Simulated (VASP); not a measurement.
Energy against volume of TiN (rock salt). Method: MS2 meta-GGA, VASP's PBE PAW potentials (set 64) (plane waves; VASP). Numerical set-up: 520 eV cut-off, 15×15×15 Γ-centred mesh, first-order Methfessel-Paxton smearing of 0.10 eV, potentials Ti_sv N.

| V (Å³/atom) | E (eV/atom) |
|---|---|
| 8.912 | -13.27272 |
| 9.197 | -13.30122 |
| 9.481 | -13.31095 |
| 9.766 | -13.30446 |

### Question
Fit these four points and predict the energy of the run at 10.050 Å³/atom.

### Answer
A cubic in V^(−2/3), the third-order Birch-Murnaghan form, passes through the four points with V0 = 9.50 Å³/atom and B0 = 301 GPa, and gives -13.2839 eV/atom there. The run gave -13.2841 eV/atom, -0.1 meV/atom from the fit; all five points give B0 = 300 GPa.

The compound is TiN in the rock salt structure. It was relaxed first.
